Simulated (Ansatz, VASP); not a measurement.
# CrTeSe (1T-CrSeTe monolayer) in two plane-wave programs, part 2 of 2

Wanted: the spread between two codes on one cell, functional and k mesh. The structure shown is the start of the Ansatz relaxation below; VASP solves that cell, so the two are compared at the walk's first step.

VASP 6.6.1 and Ansatz 0.2.0.

So far: The starting structure; Ansatz: relaxation, PBE with D3(BJ).

## Step 3: VASP: single point, PBE with D3(BJ), start cell

Level of this step: PBE with D3(BJ), spin-polarised from a ferromagnetic start; plane waves and PAW (Te, Cr_pv, Se) (VASP).

The same cell, functional, mesh and smearing now go to VASP, with its own data sets.

Lines of VASP's logs that name or quote its potential files are left out, and so is its time.

Contents of INCAR:

```
SYSTEM = CrTeSe
PREC = Accurate
ENCUT = 400
EDIFF = 1E-06
NELM = 200
ISMEAR = -1
SIGMA = 0.05
LREAL = .FALSE.
ALGO = Normal
GGA = PE
IVDW = 12
NBANDS = 21
ISPIN = 2
MAGMOM = -0.13 2.45 -0.11
LASPH = .TRUE.
LMAXMIX = 4
LORBIT = 11
LWAVE = .FALSE.
LCHARG = .FALSE.
ISIF = 2
LDIPOL = .TRUE.
IDIPOL = 3
DIPOL = 0.5 0.5 0.501
LVHAR = .TRUE.
GGA_COMPAT = .FALSE.
NELMDL = -8
KPAR = 2
```

Contents of POSCAR:

```
CrTeSe
1.0
    3.4500000000      0.0000000000      0.0000000000
   -1.7250000000      2.9877880000      0.0000000000
    0.0000000000      0.0000000000     37.4116780000
Te Cr Se
1 1 1
Direct
    0.6666666109      0.3333332218      0.4570765310
    0.0000000000      0.0000000000      0.5038365828
    0.3333332218      0.6666664435      0.5429234690
```

Contents of KPOINTS:

```
Automatic mesh
0
Gamma
12 12 1
0 0 0
```

PAW data sets: Te, Cr_pv and Se (PBE family, release 64).

The run is started by

```
mpirun -np 2 vasp_std
```

Numbers of over 12 decimals in the logs are rounded to 6 here.

Output:

```text
[banner, memory and clock lines left out]
running    2 mpi-ranks, on    1 nodes
 distrk:  each k-point on    1 cores,    2 groups
 distr:  one band on    1 cores,    1 groups

 POSCAR found type information on POSCAR TeCrSe
 POSCAR found :  3 types and       3 ions
 LDA part: xc-table for (Slater+PW92), standard interpolation
 POSCAR, INCAR and KPOINTS ok, starting setup
 FFT: planning ... GRIDC
 FFT: planning ... GRID_SOFT
 FFT: planning ... GRID
 WAVECAR not read
 entering main loop
       N       E                     dE             d eps       ncg     rms          rms(c)
DAV:   1     0.118863547768E+03    0.11886E+03   -0.91038E+03  2084   0.637E+02
DAV:   2    -0.874088123123E+01   -0.12760E+03   -0.12449E+03  2230   0.181E+02
DAV:   3    -0.183474515451E+02   -0.96066E+01   -0.95197E+01  2066   0.457E+01
DAV:   4    -0.185910716337E+02   -0.24362E+00   -0.24178E+00  2298   0.787E+00
DAV:   5    -0.185962604592E+02   -0.51888E-02   -0.51854E-02  2482   0.989E-01
DAV:   6    -0.185963814649E+02   -0.12101E-03   -0.12100E-03  2363   0.134E-01
DAV:   7    -0.185963850704E+02   -0.36055E-05   -0.36051E-05  2500   0.223E-02
DAV:   8    -0.185963851891E+02   -0.11873E-06   -0.11888E-06  1840   0.328E-03    0.158E+01
DAV:   9    -0.246741168091E+02   -0.60777E+01   -0.97072E+01  1856   0.526E+01    0.318E+01
DAV:  10    -0.168976209239E+02    0.77765E+01   -0.79662E+01  1913   0.569E+01    0.785E+00
DAV:  11    -0.168629587939E+02    0.34662E-01   -0.23876E+00  1756   0.793E+00    0.420E+00
DAV:  12    -0.168072272734E+02    0.55732E-01   -0.42683E-01  1821   0.326E+00    0.237E+00
DAV:  13    -0.168578325410E+02   -0.50605E-01   -0.33456E-01  1917   0.272E+00    0.102E+00
DAV:  14    -0.169054433050E+02   -0.47611E-01   -0.57706E-02  1926   0.107E+00    0.699E-01
[...]
DAV:  31    -0.170409190570E+02   -0.44786E-03   -0.83963E-07  1459   0.449E-03    0.279E-03
DAV:  32    -0.170410175052E+02   -0.98448E-04   -0.31821E-07  1559   0.270E-03    0.117E-03
DAV:  33    -0.170410439058E+02   -0.26401E-04   -0.96725E-08  1428   0.127E-03    0.682E-04
DAV:  34    -0.170410551538E+02   -0.11248E-04   -0.91996E-08  1510   0.895E-04    0.372E-04
DAV:  35    -0.170410614426E+02   -0.62888E-05   -0.10679E-07  1477   0.792E-04    0.277E-04
DAV:  36    -0.170410649048E+02   -0.34622E-05   -0.32446E-08  1386   0.466E-04    0.155E-04
DAV:  37    -0.170410663910E+02   -0.14862E-05   -0.82245E-09  1258   0.251E-04    0.111E-04
DAV:  38    -0.170410673278E+02   -0.93680E-06   -0.14155E-08  1194   0.285E-04
   1 F= -.17992157E+02 E0= -.17985790E+02  d E =-.127331E-01  mag=     2.3686
```

OUTCAR, selected parts (step 3):

```text
ion  position               nearest neighbor table
   1  0.667  0.333  0.457-   2 2.65   2 2.65   2 2.65
   2  0.000  0.000  0.504-   3 2.47   3 2.47   3 2.47   1 2.65   1 2.65   1 2.65
   3  0.333  0.667  0.543-   2 2.47   2 2.47   2 2.47

  LATTYP: Found a hexagonal cell.
 ALAT       =     3.4500000000
 C/A-ratio  =    10.8439646377

 Subroutine GETGRP returns: Found  6 space group operations
 (whereof  6 operations were pure point group operations)

The static configuration has the point symmetry C_3v.

 Found     19 irreducible k-points:

   k-points           NKPTS =     19   k-points in BZ     NKDIM =     19   number of bands    NBANDS=     21

   dimension x,y,z NGX =    24 NGY =   24 NGZ =  250
   dimension x,y,z NGXF=    48 NGYF=   48 NGZF=  500

   ENCUT  =  400.0 eV  29.40 Ry    5.42 a.u.   5.63  5.63 61.01*2*pi/ulx,y,z

   NELECT =      24.0000    total number of electrons

 k-points in reciprocal lattice and weights: Automatic mesh
   0.00000000  0.00000000  0.00000000       0.007
   0.08333333 -0.00000000  0.00000000       0.042
   0.16666667  0.00000000  0.00000000       0.042
   0.25000000 -0.00000000  0.00000000       0.042
   0.33333333 -0.00000000  0.00000000       0.042
   0.41666667 -0.00000000  0.00000000       0.042
   0.50000000 -0.00000000  0.00000000       0.021
   0.08333333  0.08333333  0.00000000       0.042
   0.16666667  0.08333333  0.00000000       0.083
[...]
0.33333333  0.25000000  0.00000000       0.083
   0.33333333  0.33333333  0.00000000       0.014

 dipolmoment           0.000000      0.000000      0.026632 electrons x Angstroem

 average (electrostatic) potential at core
       1 -97.4563       2 -79.3757       3 -61.1992

 E-fermi :  -3.1291

 spin component 1
 k-point     1 :       0.0000    0.0000    0.0000
  band No.  band energies     occupation
    ...
      8      -5.5593      1.00000
      9      -5.0465      1.00000
     10      -4.3031      1.00000
     11      -4.3031      1.00000
     12      -3.8560      1.00000
     13      -1.6011      0.00000
     14      -1.6011      0.00000
     15       0.3189      0.00000
     16       0.3189      0.00000
     17       0.9662      0.00000
    ...

 k-point     2 :       0.0833   -0.0000    0.0000
  band No.  band energies     occupation
    ...
      8      -5.5284      1.00000
      9      -4.8707      1.00000
     10      -4.3807      1.00000
     11      -4.3656      1.00000
     12      -3.8667      1.00000
     13      -2.0099      0.00000
     14      -1.6659      0.00000
     15      -0.3260      0.00000
     16       0.1646      0.00000
     17       1.1088      0.00000
    ...

 k-point     3 :       0.1667    0.0000    0.0000
  band No.  band energies     occupation
    ...
      8      -5.4607      1.00000
      9      -5.0177      1.00000
     10      -4.5657      1.00000
     11      -4.4969      1.00000
     12      -3.9060      1.00000
     13      -2.6673      0.00010
     14      -1.8942      0.00000
     15      -1.3026      0.00000
     16      -0.1287      0.00000
     17       1.4700      0.00000
    ...

 k-point     4 :       0.2500   -0.0000    0.0000
  band No.  band energies     occupation
    ...
      8      -6.0070      1.00000
      9      -5.4396      1.00000
     10      -4.6323      1.00000
     11      -4.5484      1.00000
     12      -4.0878      1.00000
     13      -3.1189      0.44929
     14      -2.2969      0.00000
     15      -1.6018      0.00000
     16      -0.3457      0.00000
     17       1.9985      0.00000
    ...

 k-point     5 :       0.3333   -0.0000    0.0000
  band No.  band energies     occupation
    ...
      9      -5.5229      1.00000
     10      -4.8915      1.00000
     11      -4.4054      1.00000
     12      -4.3673      1.00000
     13      -3.2771      0.95076
     14      -2.7823      0.00097
     15      -1.3127      0.00000
     16      -0.4621      0.00000
     17       2.0533      0.00000
     18       2.7981      0.00000
    ...

 k-point     6 :       0.4167   -0.0000    0.0000
  band No.  band energies     occupation
    ...
     10      -5.1547      1.00000
     11      -4.4483      1.00000
     12      -4.1214      1.00000
     13      -3.3492      0.98791
     14      -3.2537      0.92367
     15      -0.9828      0.00000
     16      -0.5188      0.00000
     17       1.5192      0.00000
     18       2.6441      0.00000
     19       3.1235      0.00000
    ...

 Edisp (eV)   -0.95109

  Total      11.37677    11.37677     5.31336     0.00000     0.00000     0.00000
  in kB      47.26651    47.26652    22.07515     0.00000     0.00000     0.00000
  external pressure =       38.87 kB  Pullay stress =        0.00 kB

  energy-cutoff  :      400.00
  volume of cell :      385.63
      direct lattice vectors                 reciprocal lattice vectors
     3.450000000  0.000000000  0.000000000     0.289855072  0.167347884  0.000000000
    -1.725000000  2.987788000  0.000000000     0.000000000  0.334695768  0.000000000
     0.000000000  0.000000000 37.411678000     0.000000000  0.000000000  0.026729622

 POSITION                                       TOTAL-FORCE (eV/Angst)
 -----------------------------------------------------------------------------------
      1.72500      0.99593     17.10000         0.000000     -0.000000     -2.357271
      0.00000      0.00000     18.84937         0.000000     -0.000000      1.451444
      0.00000      1.99186     20.31168        -0.000000      0.000000      0.905828
 -----------------------------------------------------------------------------------
    total drift:                                0.000000      0.000297      0.000409

  FREE ENERGIE OF THE ION-ELECTRON SYSTEM (eV)
  ---------------------------------------------------
  free  energy   TOTEN  =       -17.9921568731 eV

  energy  without entropy=      -17.9794238028  energy(sigma->0) =      -17.98579034

 vacuum level on the upper side and lower side of the slab         2.186         1.718

 total charge
# of ion       s       p       d       tot
------------------------------------------
    1        1.394   1.973   0.051   3.418
    2        0.294   6.278   4.173  10.745
    3        1.475   2.322   0.040   3.837
--------------------------------------------------
tot          3.163  10.573   4.264  18.000

 magnetization (x)
# of ion       s       p       d       tot
------------------------------------------
    1       -0.005  -0.134   0.003  -0.136
    2        0.035   0.021   2.514   2.570
    3       -0.004  -0.138   0.008  -0.134
--------------------------------------------------
tot          0.026  -0.251   2.526   2.300

[... 6 further parts left out ...]
```

The cell holds one magnetic atom, so no antiferromagnetic order fits into it.

## Step 4: Differences

Known differences besides the potentials themselves: VASP starts from the moments at which Ansatz ended; Ansatz cuts the interaction across the vacuum, VASP repeats the sheet with a dipole correction; the data sets hold 46 valence electrons in Ansatz (on its default PAW (the set named soft_2) files) and 24 in VASP; the cutoff is 420 eV in Ansatz and 400 eV in VASP. Total energies have different zeros and are not compared.

Forces (eV/Å; atoms numbered as in POSCAR):

```
atom        Ansatz x, y, z          VASP x, y, z
 Te1  0.000, 0.000, -2.351  0.000, 0.000, -2.357
 Cr2   0.000, 0.000, 1.462   0.000, 0.000, 1.451
 Se3   0.000, 0.000, 0.888   0.000, 0.000, 0.906
```

The forces differ by 7.2 meV/Å r.m.s., which is 0.7 % of the r.m.s. force of 0.971 eV/Å (both taken over all components). Moments aren't recorded for both runs of this pair, so they may hold unlike magnetic states. With vacuum in the cell, a pressure given here is an average over mostly empty space and none of the material.

## Step 5: Outcome

- r.m.s. force difference (single point, PBE with D3(BJ), start cell): 0.74 % of the r.m.s. force

In words: The r.m.s. force difference is 0.74 % of the r.m.s. force (single point, PBE with D3(BJ), start cell), within the 3 % picked in this series as the mark of a large difference. The data sets hold unlike numbers of valence electrons (46 in Ansatz and 24 in VASP), so part of the differences comes from the potentials. 1 further run of this series is not shown here. Such differences can come from data sets, numerical settings and the points named under the comparisons, not from the functional's error against experiment.

[Lines on the potential files, build, host, timing and source positions are cut from VASP's logs without a mark.]

[Logs are printed without paths, hosts, clocks, repeated set-up lines and the standing remarks that a program may print on its own settings, such as how far it seeks lower states.]

[Hosts, paths, dates, database ids (printed as entryN), source tags and the programs' standing remarks are cut or masked in the printed files.]
